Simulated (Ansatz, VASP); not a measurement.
**Cross-check of PtSe2 (Sudovikovite) between VASP and Ansatz**

Aim: how closely do two programs agree when they are given the same cell, functional and k mesh? The cell is taken from a series of VASP runs on this material, whose earlier steps may have relaxed, scaled or displaced it; both programs get it as it stands.

Calculated with Ansatz 0.2.0; plane waves, with VASP 6.6.1 beside it; relaxation of cell and atoms at LDA.

**1. The starting structure**

It takes space group P-3m1 (No. 164, trigonal). Conventional cell: a = 3.740 Å, b = 3.740 Å, c = 4.788 Å, α = 90.00°, β = 90.00°, γ = 120.00°. Nearest to Pt lie 6 Se at 2.50 Å. Se has 3 Pt at 2.50 Å nearest. Farther neighbours and most contacts between anions are not listed.

**2. Ansatz: relaxation of cell and atoms, LDA**

Ansatz runs on its default PAW (the set named soft_2) files.

The relaxed volume is the usual yardstick between codes: its relative difference is about their pressure difference at one cell divided by the bulk modulus.

Input file input.yaml:

```yaml
crystal:
  lattice:
    - [3.7403324055, 0.0, 0.0]
    - [-1.8701662028, 3.2392228818, 0.0]
    - [0.0, 0.0, 4.7881194269]
  atoms:
    - { symbol: Pt, position: [0.0, 0.0, 0.0] }
    - { symbol: Se, position: [0.3333333333, 0.6666666667, 0.2644490384] }
    - { symbol: Se, position: [0.6666666667, 0.3333333333, 0.7355509616] }
hamiltonian:
  xc: lda
  pseudopotentials: { kind: paw }
kpoints:
  mp_grid: { grid: [7, 7, 5] }
scf:
  occupations: { method: gaussian, width: 0.05 }
relax:
  f_tol: 0.01
  max_steps: 60
  cell: { stress_tol: 0.05 }
output:
  forces: true
  stress: true
  write_density: true
  write_potential: true
  elf: true
  volumetric_format: npy
```

Run with:

```
ansatz run input.yaml --threads 4 --pin off --max-ram 9216MiB --backend cpu --events-out ev --progress --plain --runs-dir out
```

Numbers of over 12 decimals in the logs are rounded to 6 here.

Output:

```text
Engine: ansatz 0.2.0, aarch64-unknown-linux-gnu
Pseudopotentials: kind: paw
Pseudopotential: Pt, paw, valence charge 18, recommended cutoff 420 eV (normal), Pt.paw.azcp
Pseudopotential: Se, paw, valence charge 16, recommended cutoff 420 eV (normal), Se.paw.azcp
Functional definition: SPW92
  exchange = slater_x
  correlation = pw_c
Crystal: 3 atoms, lattice volume = 58.012 Å³
Basis set: ecut = 420 eV, 1121 PW (Γ)
Bands: 30, of which v1, the nominal top of the filled ones, is band 25 counted from 1 (24 counted from 0)
Symmetry: 12 space group operations
Space group: P-3m1 (ITA 164), of the structure as read, at distance tolerance 3.9e-5 Å
k-points: 32 of 245
Non-local potential: Pt, projectors of the file, l = 0: 3, l = 1: 2, l = 2: 2, l = 3: 1
Non-local potential: Se, projectors of the file, l = 0: 2, l = 1: 2, l = 2: 3, l = 3: 1
PAW form: soft (Blöchl's): semilocal exchange-correlation on the pseudo side does not see the compensation charge
PAW frozen core: Pt, regenerated for the run's functional, and the local potential with it (the file was generated under x = pbe(κ = 0.804, μ = 0.219515), c = pbe(β = 0.066725))
PAW frozen core: Se, regenerated for the run's functional, and the local potential with it (the file was generated under x = pbe(κ = 0.804, μ = 0.219515), c = pbe(β = 0.066725))
PAW one-centre angular grid: Pt, 590 points (default); XC on 64 Gauss nodes
PAW one-centre angular grid: Se, 590 points (default); XC on 64 Gauss nodes
Initial density: superposition of atomic densities (neutral atoms: chi_scale 0, normalization atom), corrected by the library's trained network
Initial wavefunctions: pseudopotential atomic-orbital guess
Functional: x = slater, c = lda
SCF iter   1: F=—  HF=-23012.780276 eV  |F-HF|=—  |Δ(HF+E_count)|=         —  Δρ=5.17e-3  dr2=7.89e-3  ethr=1.77e-3  ⟨swp⟩=6.0  Hψ=3742  notcnv=0
preconditioner: auto → LDOS  [insulator: Δε(μ)=0.311 eV  Ē_g=10.194 eV  σ=0.050 eV  W_gap=0.57  n_scr=22 (ndim 8)  ℏωp=22.9 eV  f_vac=0.020  D(μ)=1.86/eV (n_scr^D=20)  ε∞_Penn≈6.0  β→1.0]
SCF iter   2: F=—  HF=-23012.780163 eV  |F-HF|=—  |Δ(HF+E_count)|=   1.13e-4  Δρ=1.04e-3  dr2=1.33e-3  ethr=1.58e-5  ⟨swp⟩=2.0  Hψ=2019  notcnv=0  defer=21
SCF iter   3: F=—  HF=-23012.779620 eV  |F-HF|=—  |Δ(HF+E_count)|=   5.43e-4  Δρ=5.34e-4  dr2=2.10e-4  ethr=2.65e-6  ⟨swp⟩=2.0  Hψ=1701  notcnv=0  defer=21
SCF iter   4: F=—  HF=-23012.779505 eV  |F-HF|=—  |Δ(HF+E_count)|=   1.16e-4  Δρ=1.27e-4  dr2=8.37e-6  ethr=4.20e-7  ⟨swp⟩=2.0  Hψ=1604  notcnv=0  defer=21
SCF iter   5: F=—  HF=-23012.779501 eV  |F-HF|=—  |Δ(HF+E_count)|=   3.85e-6  Δρ=5.11e-5  dr2=1.72e-6  ethr=1.67e-8  ⟨swp⟩=2.0  Hψ=1579  notcnv=0  defer=21
SCF iter   6: F=-23012.779500 eV  HF=-23012.779500 eV  |F-HF|=3.65e-8  |Δ(HF+E_count)|=   4.16e-7  Δρ=7.99e-6  dr2=4.70e-8  ethr=2.00e-10  ⟨swp⟩=6.1  Hψ=6130  notcnv=0
SCF 1 converged in 6 iterations: F = -23012.779500 eV  dr2 = 4.70e-8
  greatest PAW one-centre occupation: 1.000 electrons in one spin orbital (limit 2), on the Se atom at site 2 (counted from 0), in its partial waves of l = 2
relax step   1: F+E_penalty+E_count = -23012.77950033 eV  Δ(F+E_penalty+E_count) = +0.000e0 eV  max|allowed force component| = 4.214e-2 eV/Å  Δτ_max = 0.0000 Å  P = -0.368 GPa  Ω = 58.012 Å³  (6 SCF iters, dr2 threshold 1.00e-7 eV, accepted)
[...]
relax step   2: F+E_penalty+E_count = -23012.77965352 eV  Δ(F+E_penalty+E_count) = -1.532e-4 eV  max|allowed force component| = 3.161e-2 eV/Å  Δτ_max = 0.0038 Å  P = +0.241 GPa  Ω = 57.871 Å³  energy of the carried Pulay correction = +3.530e-5 eV  (5 SCF iters, dr2 threshold 3.00e-7 eV, accepted)
[...]
relax step   3: F+E_penalty+E_count = -23012.77973613 eV  Δ(F+E_penalty+E_count) = -8.262e-5 eV  max|allowed force component| = 1.805e-3 eV/Å  Δτ_max = 0.0019 Å  P = +0.012 GPa  Ω = 57.918 Å³  energy of the carried Pulay correction = +2.363e-5 eV  (4 SCF iters, dr2 threshold 1.60e-7 eV, accepted)
[...]
relax step   4: F+E_penalty+E_count = -23012.77971937 eV  Δ(F+E_penalty+E_count) = +1.677e-5 eV  max|allowed force component| = 1.864e-3 eV/Å  Δτ_max = 0.0000 Å  P = +0.012 GPa  Ω = 57.918 Å³  stress off target by 1.38e-2 GPa  SCF on the basis re-selected at this cell (its energy is not comparable with the rows above)  (4 SCF iters)
basis re-selected at this cell: Δ(F+E_penalty+E_count) = +1.677e-5 eV, ΔP = -0.000 GPa vs the last step (what re-selecting the basis moved, of the pressure what is left beyond the Pulay correction that the steps carried, after the strain that the cell walked since its last selection, with what the two solves' SCF thresholds leave and, on support functions, any second-order correction that the steps lacked; it is no measure of the basis error at this ecutwfc). The dense FFT grid was sized anew with the basis: this SCF ran on 25×25×36 points, the steps before it on 27×27×36, so part of this shift can come from that change (see relax.cell in the input reference). [rest of the remark cut]
SCF converged after 4 iterations
Free energy (F): -23012.779719 eV
Harris-Foulkes:  -23012.779719 eV  (|F-HF|=2.91e-11)
Internal energy: -23012.777447 eV  (E = F + TS)
E sigma→0 (E₀):  -23012.778583 eV
Entropy (-TS):   -0.002272 eV (-0.757 meV/atom)
Fermi energy:    13.908092 eV
--- Per-component energies (eV) ---
  E_band       = -934.455651
  E_kinetic    = 877.940940
  E_local      = -6434.556160  (includes V_loc(G=0)·N_el)
  E_nonlocal   = -969.439822
  E_hartree    = 2982.313643
  E_xc         = -468.891534
  E_vxc        = -501.455886  (∫ρ·V_xc dr)
  E_paw        = -12833.389156  (= ΣΔE_a)
  E_vpaw       = 128.429282  (= ΣTr[D̂ρ^β])
  E_aug_tail   = -0.001028  (compensation charges beyond the density's cutoff)
  E_ewald      = -6171.652924
  E_core_change = 4.898594  (= ΣΔE_core)
  E_smearing   = -0.002272  (= −TS)
  E_closure    = 0.000000  (closes the sum)
  Σ components = -23012.779719   (vs F -23012.779719, Δ=0.00e0)
--- Forces (eV/Å), atoms counted from 1 ---
  atom   1  Pt     0.00000000     0.00000000     0.00000000
  atom   2  Se     0.00000000     0.00000000    -0.00186445
  atom   3  Se    -0.00000000     0.00000000     0.00186445
  max |Σ_I F_I| component: 2.31e-18 eV/Å
--- Stress (GPa, compression-positive) ---
        0.013762      -0.000000       0.000000
       -0.000000       0.013762      -0.000000
        0.000000      -0.000000       0.008018
  P = ⅓ Tr σ = 0.0118 GPa (0.118 kbar)
--- Band table (eV; the first three rows and the last of 32) ---
  k-point 0: bands = [... 21 lower, 11.3329, 12.8240, 12.8240, 14.6605, 14.9866, 14.9866, 17.0447, 17.9874, ... 1 higher]
  k-point 1: bands = [... 21 lower, 11.2957, 12.5394, 12.5394, 13.6255, 15.4327, 15.4327, 17.4852, 18.9671, ... 1 higher]
  k-point 2: bands = [... 21 lower, 11.0021, 12.1720, 12.1720, 12.3294, 16.1447, 16.1447, 18.5102, 20.2266, ... 1 higher]
  k-point 31: bands = [... 21 lower, 10.1676, 10.3566, 11.2039, 11.5783, 15.5786, 16.1514, 20.0221, 20.7780, ... 1 higher]
--- Relaxed structure (3 steps of the walk, 3 accepted, 1 SCFs on fresh bases) ---
  F+E_penalty+E_count = -23012.77971937 eV   max|allowed force component| = 1.864e-3 eV/Å   (the final SCF, on the basis selected at the relaxed cell)
  cell:  # Å, volume = 57.9176 Å³
    - [3.736597, 2.88386826102493e-11, 0]
    - [-1.868298, 3.235988, 0]
    - [0, 0, 4.789911]
  atoms:
    - { symbol: Pt, position: [0, 0, 0] }
    - { symbol: Se, position: [0.333333, 0.666667, 0.264059] }
    - { symbol: Se, position: [0.666667, 0.333333, 0.735941] }
```

It took 2.6 s on 4 threads of Arm Neoverse V2, shared host; peak memory 0.39 GiB.

**3. VASP: relaxation of cell and atoms, LDA**

The same cell, functional (in two slightly different forms), mesh and smearing now go to VASP, with its own data sets and cutoff.

Lines of VASP's logs that name or quote its potential files are left out, and so is its time.

Input file INCAR:

```
SYSTEM = PtSe2
PREC = Accurate
ENCUT = 400
EDIFF = 1E-06
NELM = 100
ISMEAR = 0
SIGMA = 0.05
LREAL = .FALSE.
ALGO = Normal
GGA = CA
NBANDS = 17
LASPH = .TRUE.
LORBIT = 11
LWAVE = .FALSE.
LCHARG = .FALSE.
KPAR = 2
IBRION = 2
NSW = 60
ISIF = 3
EDIFFG = -0.01
```

Input file POSCAR:

```
PtSe2
1.0
    3.7403324055      0.0000000000      0.0000000000
   -1.8701662028      3.2392228818      0.0000000000
    0.0000000000      0.0000000000      4.7881194269
Pt Se
1 2
Direct
    0.0000000000      0.0000000000      0.0000000000
    0.3333333333      0.6666666667      0.2644490384
    0.6666666667      0.3333333333      0.7355509616
```

Input file KPOINTS:

```
Automatic mesh
0
Gamma
7 7 5
0 0 0
```

PAW data sets: Pt and Se (LDA family, release 64).

Run with:

```
mpirun -np 2 vasp_std
```

Output:

```text
[banner, memory and clock lines left out]
running    2 mpi-ranks, on    1 nodes
 distrk:  each k-point on    1 cores,    2 groups
 distr:  one band on    1 cores,    1 groups

 POSCAR found type information on POSCAR PtSe
 POSCAR found :  2 types and       3 ions
 LDA part: xc-table for (Slater(with rela. corr.)+CA(PZ))
 , standard interpolation
 POSCAR, INCAR and KPOINTS ok, starting setup
 FFT: planning ... GRIDC
 FFT: planning ... GRID_SOFT
 FFT: planning ... GRID
 WAVECAR not read
 entering main loop
       N       E                     dE             d eps       ncg     rms          rms(c)
DAV:   1     0.890741019511E+02    0.89074E+02   -0.87776E+03  1120   0.917E+02
DAV:   2    -0.141630577420E+02   -0.10324E+03   -0.10032E+03  1354   0.198E+02
DAV:   3    -0.178655022361E+02   -0.37024E+01   -0.36853E+01  1316   0.382E+01
DAV:   4    -0.178896249033E+02   -0.24123E-01   -0.24114E-01  1425   0.342E+00
DAV:   5    -0.178898488140E+02   -0.22391E-03   -0.22390E-03  1306   0.313E-01    0.130E+01
DAV:   6    -0.173276919789E+02    0.56216E+00   -0.43826E+00  1110   0.189E+01    0.799E+00
DAV:   7    -0.171228742818E+02    0.20482E+00   -0.86124E-01  1112   0.915E+00    0.401E+00
DAV:   8    -0.170963385177E+02    0.26536E-01   -0.58715E-02  1180   0.167E+00    0.779E-01
DAV:   9    -0.170931335524E+02    0.32050E-02   -0.72430E-03  1208   0.813E-01    0.202E-01
DAV:  10    -0.170930835941E+02    0.49958E-04   -0.13720E-03  1219   0.225E-01    0.378E-02
DAV:  11    -0.170930802499E+02    0.33442E-05   -0.56665E-05  1317   0.492E-02    0.293E-02
DAV:  12    -0.170930788256E+02    0.14243E-05   -0.46790E-06  1285   0.117E-02    0.847E-03
DAV:  13    -0.170930785856E+02    0.24001E-06   -0.58778E-07   609   0.586E-03
   1 F= -.17093079E+02 E0= -.17091937E+02  d E =-.170931E+02
 curvature:   0.00 expect dE= 0.000E+00 dE for cont linesearch  0.000E+00
 trial: gam= 0.00000 g(F)=  0.467E-05 g(S)=  0.310E-05 ort = 0.000E+00 (trialstep = 0.100E+01)
 search vector abs. value=  0.776E-05
 reached required accuracy - stopping structural energy minimisation
```

OUTCAR, selected parts (step 3):

```text
ion  position               nearest neighbor table
   1  0.000  0.000  0.000-   2 2.50   3 2.50   3 2.50   2 2.50   3 2.50   2 2.50
   2  0.333  0.667  0.264-   1 2.50   1 2.50   1 2.50
   3  0.667  0.333  0.736-   1 2.50   1 2.50   1 2.50

  LATTYP: Found a hexagonal cell.
 ALAT       =     3.7403324055
 C/A-ratio  =     1.2801320599

 Subroutine GETGRP returns: Found 12 space group operations
 (whereof 12 operations were pure point group operations)

The static configuration has the point symmetry D_3d.

 Found     32 irreducible k-points:

   k-points           NKPTS =     32   k-points in BZ     NKDIM =     32   number of bands    NBANDS=     17

   dimension x,y,z NGX =    24 NGY =   24 NGZ =   32
   dimension x,y,z NGXF=    48 NGYF=   48 NGZF=   64

   ENCUT  =  400.0 eV  29.40 Ry    5.42 a.u.   6.10  6.10  7.81*2*pi/ulx,y,z

   NELECT =      22.0000    total number of electrons

 k-points in reciprocal lattice and weights: Automatic mesh
   0.00000000  0.00000000  0.00000000       0.004
   0.14285714 -0.00000000  0.00000000       0.024
   0.28571429 -0.00000000  0.00000000       0.024
   0.42857143 -0.00000000  0.00000000       0.024
   0.14285714  0.14285714  0.00000000       0.024
   0.28571429  0.14285714  0.00000000       0.049
   0.42857143  0.14285714  0.00000000       0.024
   0.28571429  0.28571429  0.00000000       0.024
   0.00000000  0.00000000  0.20000000       0.008
[...]
0.42857143  0.14285714  0.40000000       0.049
   0.28571429  0.28571429  0.40000000       0.049

 average (electrostatic) potential at core
       1 -68.0761       2 -58.3316       3 -58.3316

 E-fermi :   7.0812

 k-point     1 :       0.0000    0.0000    0.0000
  band No.  band energies     occupation
    ...
      6       3.1112      2.00000
      7       3.1112      2.00000
      8       4.5264      2.00000
      9       6.0095      2.00000
     10       6.0095      2.00000
     11       7.8510      0.00000
     12       8.1489      0.00000
     13       8.1489      0.00000
     14      10.2189      0.00000
     15      11.1941      0.00000
    ...

 k-point     2 :       0.1429   -0.0000    0.0000
  band No.  band energies     occupation
    ...
      7       2.9654      2.00000
      8       4.0349      2.00000
      9       5.3203      2.00000
     10       5.6592      2.00000
     11       6.6517      2.00000
     12       8.4316      0.00000
     13       8.6686      0.00000
     14      11.4386      0.00000
     15      12.3209      0.00000
     16      13.7671      0.00000
    ...

 k-point     3 :       0.2857   -0.0000    0.0000
  band No.  band energies     occupation
    ...
      7       2.7877      2.00000
      8       3.4605      2.00000
      9       4.7207      2.00000
     10       4.8219      2.00000
     11       5.3460      2.00000
     12       8.4250      0.00000
     13       9.0629      0.00000
     14      11.8715      0.00000
     15      13.4794      0.00000
     16      14.7290      0.00000
    ...

  Total        0.0098090      0.0098090      0.0004025     -0.0000000      0.0000000      0.0000000
  in kB        0.2709068      0.2709068      0.0111161     -0.0000000      0.0000000      0.0000000
  external PRESSURE =       0.1843099 kB  Pullay stress =       0.0000000 kB

  energy-cutoff  :      400.00
  volume of cell :       58.01
      direct lattice vectors                 reciprocal lattice vectors
     3.740332405  0.000000000  0.000000000     0.267355917  0.154358011  0.000000000
    -1.870166203  3.239222882  0.000000000     0.000000000  0.308716021  0.000000000
     0.000000000  0.000000000  4.788119427     0.000000000  0.000000000  0.208850263

 POSITION                                       TOTAL-FORCE (eV/Angst)
 -----------------------------------------------------------------------------------
      0.00000      0.00000      0.00000         0.000000      0.000000      0.000000
     -0.00000      2.15948      1.26621         0.000000     -0.000000      0.006954
      1.87017      1.07974      3.52191        -0.000000      0.000000     -0.006954
 -----------------------------------------------------------------------------------
    total drift:                                0.000000     -0.000000     -0.000000

  FREE ENERGIE OF THE ION-ELECTRON SYSTEM (eV)
  ---------------------------------------------------
  free  energy   TOTEN  =       -17.0930785856 eV

  energy  without entropy=      -17.0907960017  energy(sigma->0) =      -17.09193729

 reached required accuracy - stopping structural energy minimisation

 total charge
# of ion       s       p       d       tot
------------------------------------------
    1        0.688   0.698   8.063   9.449
    2        1.492   2.225   0.075   3.793
    3        1.492   2.225   0.075   3.793
--------------------------------------------------
tot          3.673   5.148   8.213  17.034

[... 3 further parts left out ...]
```

CONTCAR:

```
PtSe2
   1.00000000000000
     3.7403324054999998    0.0000000000000000    0.0000000000000000
    -1.8701662027999999    3.2392228818000000    0.0000000000000000
     0.0000000000000000    0.0000000000000000    4.7881194268999998
  Pt              Se
     1     2
Direct
     0.0000000000000000    0.0000000000000000    0.0000000000000000
     0.3333333332999970    0.6666666667000030    0.2644490384000022
     0.6666666667000030    0.3333333332999970    0.7355509615999978
```

The bonds form layers, held to each other by dispersion, which LDA lacks; its overbinding stands in for it by accident.

**4. Differences**

Known differences besides the potentials themselves: the two LDA forms differ slightly; both relaxations stop at a tolerance, which leaves soft axes loose, and VASP keeps its plane-wave basis; the data sets hold 50 valence electrons in Ansatz (default PAW (the set named soft_2) files) and 22 in VASP; the cutoff is 420 eV in Ansatz and 400 eV in VASP; VASP's log shows a relativistic correction to its local exchange, Ansatz's none; Ansatz adds a Pulay correction to the stress that steers its cell, VASP none. Total energies have different zeros and are not compared.

The two programs side by side:

| quantity | Ansatz | VASP | difference |
| --- | --- | --- | --- |
| volume (Å³) | 57.92 | 58.01 | -0.16 % |
| edge a after relaxation, in the typed setting (Å) | 3.737 | 3.740 | -0.10 % |
| edge c after relaxation, in the typed setting (Å) | 4.790 | 4.788 | +0.04 % |

The walks stopped with 0.01 GPa left in Ansatz and 0.02 GPa in VASP; each walk ends within a tolerance, so the volume difference is uncertain by about these residues over the bulk modulus, most in soft cells.

**5. Outcome**

```json
{
  "difference in volume (relaxation of cell and atoms, LDA)": "-0.16 %"
}
```

The difference in volume is -0.16 % (relaxation of cell and atoms, LDA), within the 1.2 % picked in this series as the mark of a large difference, as far as the stopping tolerances let one tell. Such differences can come from data sets, numerical settings and the points named under the comparisons, not from the functional's error against experiment.

[Lines on the potential files, build, host, timing and source positions are cut from VASP's logs without a mark.]

[Logs are printed without paths, hosts, clocks, repeated set-up lines and the standing remarks that a program may print on its own settings, such as how far it seeks lower states.]

[Hosts, paths, dates, database ids (printed as entryN), source tags and the programs' standing remarks are cut or masked in the printed files.]
